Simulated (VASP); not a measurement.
Output of a VASP run:

### OSZICAR
```
...
DAV:   3     0.644183897905E+00    0.37317E-06   -0.17670E-06   672   0.934E-03
  11 F= 0.37838409E+01 E0= 0.37844261E+01  d E =-.146663E-04
       N       E                     dE             d eps       ncg     rms          rms(c)
DAV:   1     0.645311968700E+00    0.11284E-02   -0.17501E-04  1224   0.102E-01    0.139E-02
DAV:   2     0.645318733332E+00    0.67646E-05   -0.14314E-05  1152   0.321E-02    0.605E-03
DAV:   3     0.645320201292E+00    0.14680E-05   -0.80390E-06  1496   0.187E-02    0.135E-03
DAV:   4     0.645320155003E+00   -0.46290E-07   -0.17514E-07   576   0.368E-03
  12 F= 0.37838263E+01 E0= 0.37844046E+01  d E =-.292497E-04
       N       E                     dE             d eps       ncg     rms          rms(c)
DAV:   1     0.647559226838E+00    0.22390E-02   -0.70971E-04  1264   0.206E-01    0.285E-02
DAV:   2     0.647587060508E+00    0.27834E-04   -0.58778E-05  1192   0.655E-02    0.125E-02
DAV:   3     0.647593223277E+00    0.61628E-05   -0.32679E-05  1656   0.378E-02    0.239E-03
DAV:   4     0.647593110577E+00   -0.11270E-06   -0.29826E-07   584   0.575E-03
  13 F= 0.37837985E+01 E0= 0.37843622E+01  d E =-.571314E-04
       N       E                     dE             d eps       ncg     rms          rms(c)
DAV:   1     0.652006405756E+00    0.44132E-02   -0.28472E-03  1264   0.411E-01    0.566E-02
DAV:   2     0.652117151973E+00    0.11075E-03   -0.23794E-04  1192   0.132E-01    0.249E-02
DAV:   3     0.652141493093E+00    0.24341E-04   -0.13116E-04  1656   0.754E-02    0.496E-03
DAV:   4     0.652141005745E+00   -0.48735E-06   -0.12228E-06   808   0.115E-02
  14 F= 0.37837481E+01 E0= 0.37842796E+01  d E =-.107537E-03
       N       E                     dE             d eps       ncg     rms          rms(c)
DAV:   1     0.660714113674E+00    0.85726E-02   -0.11406E-02  1264   0.822E-01    0.112E-01
DAV:   2     0.661152533890E+00    0.43842E-03   -0.94754E-04  1192   0.264E-01    0.495E-02
DAV:   3     0.661249202563E+00    0.96669E-04   -0.52548E-04  1656   0.151E-01    0.972E-03
DAV:   4     0.661247274396E+00   -0.19282E-05   -0.50166E-06  1160   0.230E-02    0.656E-03
DAV:   5     0.661244009247E+00   -0.32651E-05   -0.41475E-06  1512   0.203E-02    0.430E-03
DAV:   6     0.661245255672E+00    0.12464E-05   -0.22199E-06  1264   0.161E-02    0.325E-03
DAV:   7     0.661243996172E+00   -0.12595E-05   -0.16630E-06  1016   0.140E-02    0.897E-05
DAV:   8     0.661243990587E+00   -0.55853E-08   -0.53824E-08   576   0.179E-03
  15 F= 0.37836679E+01 E0= 0.37841294E+01  d E =-.187664E-03
       N       E                     dE             d eps       ncg     rms          rms(c)
DAV:   1     0.677445418723E+00    0.16201E-01   -0.45695E-02  1280   0.164E+00    0.219E-01
DAV:   2     0.679154334846E+00    0.17089E-02   -0.37670E-03  1192   0.527E-01    0.982E-02
DAV:   3     0.679537121786E+00    0.38279E-03   -0.21095E-03  1648   0.302E-01    0.178E-02
DAV:   4     0.679529987144E+00   -0.71346E-05   -0.20325E-05  1184   0.462E-02    0.115E-02
DAV:   5     0.679518354310E+00   -0.11633E-04   -0.12370E-05  1544   0.342E-02    0.797E-03
DAV:   6     0.679522080421E+00    0.37261E-05   -0.10450E-05  1688   0.336E-02    0.538E-03
DAV:   7     0.679517874194E+00   -0.42062E-05   -0.58552E-06  1576   0.242E-02    0.444E-04
DAV:   8     0.679517868492E+00   -0.57024E-08   -0.24769E-08   576   0.165E-03
  16 F= 0.37836295E+01 E0= 0.37839260E+01  d E =-.226120E-03
```

**OUTCAR**
```
------------------------ aborting loop because EDIFF is reached ----------------------------------------
  FORCE on cell =-STRESS in cart. coord.  units (eV):
  Direction    XX          YY          ZZ          XY          YZ          ZX
  --------------------------------------------------------------------------------------
  Total        3.1144134      3.1144134      3.1144134     -0.0000000     -0.0000000      0.0000000
  in kB      200.6637510    200.6637510    200.6637510     -0.0000000     -0.0000000      0.0000000
  external PRESSURE =       0.6637510 kB  Pullay stress =     200.0000000 kB
  volume of cell :       24.87
      direct lattice vectors                 reciprocal lattice vectors
    -1.838735699  1.838735699  1.838735699     0.000000000  0.271925976  0.271925976
     1.838735699 -1.838735699  1.838735699     0.271925976  0.000000000  0.271925976
     1.838735699  1.838735699 -1.838735699     0.271925976  0.271925976  0.000000000
 POSITION                                       TOTAL-FORCE (eV/Angst)
 -----------------------------------------------------------------------------------
      1.83874      1.83874     -1.83874        -0.000000      0.000000     -0.000000
 -----------------------------------------------------------------------------------
    total drift:                                0.000000      0.000000     -0.000000
  FREE ENERGIE OF THE ION-ELECTRON SYSTEM (eV)
  ---------------------------------------------------
  free  energy   TOTEN  =         0.6795178685 eV

  energy  without entropy=        0.6804075043  energy(sigma->0) =        0.67981441
  enthalpy is  TOTEN    =         3.7836294785 eV   P V=        3.1041116100

 reached required accuracy - stopping structural energy minimisation
```
(Selected blocks of OUTCAR.)

### POSCAR
```
Rb
1
   -2.0756623785     2.0756623785     2.0756623785
    2.0756623785    -2.0756623785     2.0756623785
    2.0756623785     2.0756623785    -2.0756623785
Rb
1
Direct
  0.0000000000   0.0000000000   0.0000000000
```

### Question
Reconstruct the remaining input files.

### Answer
Several could match; the one computed here: the input of the run itself, LDA (Ceperley-Alder, Perdew-Zunger), plane waves, VASP's LDA PAW potentials (set 64).

**INCAR**
```
SYSTEM=Rb
PREC=Accurate; ENCUT=500; LREAL=.FALSE.
LASPH=.TRUE.
EDIFF=1E-6; NELM=100; ALGO=Normal
LMAXMIX=4
ISMEAR=1; SIGMA=0.1
IBRION=2; NSW=40; ISIF=3
EDIFFG=-0.02; PSTRESS=200
LWAVE=.FALSE.; LCHARG=.FALSE.
```

File KPOINTS:
```
Regular mesh
0
gamma
12 12 12
0 0 0
```

POTCAR, in this order: Rb_sv (LDA.64 set). Program: vasp_std.

Energy and stress use the plane-wave basis of the starting cell.

The compound is Rb in the bcc structure. This run relaxes it under an external pressure of 20 GPa. Symmetry was kept, so distortions that lower it aren't found.
